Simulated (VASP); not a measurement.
All values below come from LDA (Ceperley-Alder, Perdew-Zunger), VASP's LDA PAW potentials (set 64) (plane waves; VASP).

A VASP calculation is set up with these files.

### KPOINTS
```
Automatic mesh
0
Gamma
10 10 10
0 0 0
```

**INCAR**
```
! general
SYSTEM=SiC
PREC  =Accurate
ENCUT =400
LREAL =.False.
LASPH =.True.

! electronic loop
EDIFF =1E-6
NELM  =100
ALGO  =Normal

! smearing
ISMEAR=-1
SIGMA =0.01

! ions
ISIF  =2

! output
LWAVE =.False.
LCHARG=.False.
```

### POSCAR
```
SiC
1
    0.0000000000     2.1800000000     2.1800000000
    2.1800000000     0.0000000000     2.1800000000
    2.1800000000     2.1800000000     0.0000000000
Si C
1 1
Direct
  0.0000000000   0.0000000000   0.0000000000
  0.2500000000   0.2500000000   0.2500000000
```

POTCAR, in this order: Si C (LDA.64 set). Program: vasp_std.

The resulting files:

### OSZICAR
```
       N       E                     dE             d eps       ncg     rms          rms(c)
DAV:   1    -0.823871403696E+00   -0.82387E+00   -0.36068E+03   808   0.684E+02
DAV:   2    -0.183788507818E+02   -0.17555E+02   -0.15810E+02  1112   0.940E+01
DAV:   3    -0.186559081073E+02   -0.27706E+00   -0.27706E+00   872   0.148E+01
DAV:   4    -0.186566376155E+02   -0.72951E-03   -0.72951E-03  1200   0.809E-01
DAV:   5    -0.186566378010E+02   -0.18544E-06   -0.18544E-06   856   0.111E-02    0.901E+00
DAV:   6    -0.167381813526E+02    0.19185E+01   -0.82936E+00   832   0.161E+01    0.398E+00
DAV:   7    -0.166632449083E+02    0.74936E-01   -0.33280E-01  1136   0.413E+00    0.178E+00
DAV:   8    -0.166430284472E+02    0.20216E-01   -0.24860E-02   824   0.124E+00    0.176E-01
DAV:   9    -0.166428213539E+02    0.20709E-03   -0.95984E-04  1176   0.243E-01    0.914E-02
DAV:  10    -0.166428278572E+02   -0.65033E-05   -0.86991E-05   904   0.659E-02    0.247E-02
DAV:  11    -0.166428276862E+02    0.17103E-06   -0.39422E-06  1040   0.135E-02
   1 F= -.16642828E+02 E0= -.16642828E+02  d E =-.324506E-12
```

**OUTCAR**
```
------------------------ aborting loop because EDIFF is reached ----------------------------------------
  FORCE on cell =-STRESS in cart. coord.  units (eV):
  Direction    XX          YY          ZZ          XY          YZ          ZX
  --------------------------------------------------------------------------------------
  Total       -0.7003111     -0.7003111     -0.7003111      0.0000000     -0.0000000     -0.0000000
  in kB      -54.1504586    -54.1504586    -54.1504586      0.0000000     -0.0000000     -0.0000000
  external PRESSURE =     -54.1504586 kB  Pullay stress =       0.0000000 kB
  volume of cell :       20.72
      direct lattice vectors                 reciprocal lattice vectors
     0.000000000  2.180000000  2.180000000    -0.229357798  0.229357798  0.229357798
     2.180000000  0.000000000  2.180000000     0.229357798 -0.229357798  0.229357798
     2.180000000  2.180000000  0.000000000     0.229357798  0.229357798 -0.229357798
  FREE ENERGIE OF THE ION-ELECTRON SYSTEM (eV)
  ---------------------------------------------------
  free  energy   TOTEN  =       -16.6428276862 eV

  energy  without entropy=      -16.6428276862  energy(sigma->0) =      -16.64282769
```
(Selected blocks of OUTCAR.)

At this cut-off the stress carries a Pulay error, which pulls relaxed volumes low.

The structure is a typed SiC crystal. The cell was not relaxed at this level.
